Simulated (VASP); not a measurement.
Method: r2SCAN meta-GGA, VASP's PBE PAW potentials (set 64) (plane waves; VASP).

Input for VASP

**INCAR**
```
METAGGA = R2SCAN
PREC = Accurate
ENCUT = 400
LASPH = .TRUE.
LORBIT = 11
LREAL = .FALSE.
NELM = 100
EDIFF = 1E-7
LMIXTAU = .TRUE.
SYSTEM = MnS
ISIF = 2   # forces and stress, cell fixed
ALGO = Normal
LWAVE = .FALSE.
ISPIN = 2
ISMEAR = -5   # tetrahedra, Bloechl
LCHARG = .FALSE.
NEDOS = 601
MAGMOM = 4.5 0.1
LMAXMIX = 4   # l cut-off of mixed one-centre charges
```

**POSCAR**
```
MnS
1
    0.0000000000     2.6072446588     2.6072446588
    2.6072446588    -0.0000000000     2.6072446588
    2.6072446588     2.6072446588     0.0000000000
Mn S
1 1
Direct
  1.0000000000   1.0000000000   1.0000000000
  0.5000000000   0.5000000000   0.5000000000
```

### KPOINTS_OPT
```
k-points along high-symmetry lines
10
Line-mode
Reciprocal
  0.000000   0.000000   0.000000 ! GAMMA
  0.500000   0.000000   0.500000 ! X

  0.500000   0.000000   0.500000 ! X
  0.625000   0.250000   0.625000 ! U

  0.375000   0.375000   0.750000 ! K
  0.000000   0.000000   0.000000 ! GAMMA

  0.000000   0.000000   0.000000 ! GAMMA
  0.500000   0.500000   0.500000 ! L

  0.500000   0.500000   0.500000 ! L
  0.500000   0.250000   0.750000 ! W

  0.500000   0.250000   0.750000 ! W
  0.500000   0.000000   0.500000 ! X
```

KPOINTS:
```
kpoints
0
gamma
 14 14 14
```

POTCAR, in this order: Mn_pv S (PBE.64 set). Program: vasp_std.

What VASP printed:

File OSZICAR:
```
       N       E                     dE             d eps       ncg     rms          rms(c)
DAV:   1     0.111933649687E+03    0.11193E+03   -0.97699E+03  6535   0.111E+03
DAV:   2    -0.235081685617E+02   -0.13544E+03   -0.12944E+03  6912   0.314E+02
DAV:   3    -0.291115623973E+02   -0.56034E+01   -0.55791E+01  7626   0.721E+01
DAV:   4    -0.291803795991E+02   -0.68817E-01   -0.68810E-01  7643   0.823E+00
DAV:   5    -0.291817789556E+02   -0.13994E-02   -0.13988E-02  7928   0.119E+00    0.115E+01
DAV:   6    -0.245910290361E+02    0.45907E+01   -0.11789E+01  6409   0.455E+01    0.142E+01
DAV:   7    -0.248376814487E+02   -0.24665E+00   -0.11129E+00  6296   0.119E+01    0.809E+00
DAV:   8    -0.248645271078E+02   -0.26846E-01   -0.15845E-01  7522   0.478E+00    0.445E+00
DAV:   9    -0.248746881028E+02   -0.10161E-01   -0.54184E-02  6660   0.290E+00    0.658E-01
DAV:  10    -0.248759073690E+02   -0.12193E-02   -0.12557E-02  7031   0.147E+00    0.299E-01
DAV:  11    -0.248761583714E+02   -0.25100E-03   -0.12532E-03  6779   0.377E-01    0.149E-01
DAV:  12    -0.248762846807E+02   -0.12631E-03   -0.28240E-04  6905   0.169E-01    0.899E-02
DAV:  13    -0.248763031965E+02   -0.18516E-04   -0.54239E-05  6821   0.819E-02    0.536E-02
DAV:  14    -0.248763371403E+02   -0.33944E-04   -0.17966E-05  7038   0.568E-02    0.184E-02
DAV:  15    -0.248763316149E+02    0.55254E-05   -0.76952E-06  7346   0.234E-02    0.804E-03
DAV:  16    -0.248763340108E+02   -0.23958E-05   -0.70663E-07  7185   0.756E-03    0.288E-03
DAV:  17    -0.248763339105E+02    0.10029E-06   -0.25722E-08  4240   0.149E-03    0.138E-03
DAV:  18    -0.248763335478E+02    0.36265E-06   -0.32199E-08  3575   0.153E-03    0.405E-04
DAV:  19    -0.248763334156E+02    0.13223E-06   -0.61908E-09  3344   0.669E-04    0.180E-04
DAV:  20    -0.248763334049E+02    0.10709E-07   -0.51755E-10  3414   0.239E-04
   1 F= -.24876333E+02 E0= -.24876333E+02  d E =0.000000E+00  mag=     4.9975
       N       E                     dE             ncg
```

File OUTCAR:
```
------------------------ aborting loop because EDIFF is reached ----------------------------------------
  FORCE on cell =-STRESS in cart. coord.  units (eV):
  Direction    XX          YY          ZZ          XY          YZ          ZX
  --------------------------------------------------------------------------------------
  Total        0.0227835      0.0227835      0.0227835      0.0000000      0.0000000      0.0000000
  in kB        1.0298059      1.0298059      1.0298059      0.0000000      0.0000000      0.0000000
  external PRESSURE =       1.0298059 kB  Pullay stress =       0.0000000 kB
  volume of cell :       35.45
      direct lattice vectors                 reciprocal lattice vectors
     0.000000000  2.607244659  2.607244659    -0.191773334  0.191773334  0.191773334
     2.607244659  0.000000000  2.607244659     0.191773334 -0.191773334  0.191773334
     2.607244659  2.607244659  0.000000000     0.191773334  0.191773334 -0.191773334
 POSITION                                       TOTAL-FORCE (eV/Angst)
 -----------------------------------------------------------------------------------
      0.00000      0.00000      0.00000        -0.000000      0.000000      0.000000
      2.60724      2.60724      2.60724         0.000000     -0.000000     -0.000000
 -----------------------------------------------------------------------------------
    total drift:                                0.000000     -0.000000     -0.000000
  FREE ENERGIE OF THE ION-ELECTRON SYSTEM (eV)
  ---------------------------------------------------
  free  energy   TOTEN  =       -24.8763334049 eV

  energy  without entropy=      -24.8763334049  energy(sigma->0) =      -24.87633340

 total charge

# of ion       s       p       d       tot
------------------------------------------
    1        0.219   6.161   4.895  11.275
    2        1.310   2.478   0.000   3.788
--------------------------------------------------
tot          1.529   8.639   4.895  15.063

 magnetization (x)

# of ion       s       p       d       tot
------------------------------------------
    1        0.051   0.037   4.417   4.505
    2        0.030   0.111   0.000   0.141
--------------------------------------------------
tot          0.080   0.148   4.417   4.646
```
(Selected blocks of OUTCAR.)

The moments were started parallel, and other spin orders were not tried in this run. For a metal the tetrahedron method with Blöchl corrections gives inexact stress and forces.

The structure comes from a measured MnS entry (Fm-3m) of the Crystallography Open Database, whose conditions weren't checked. It was relaxed first.
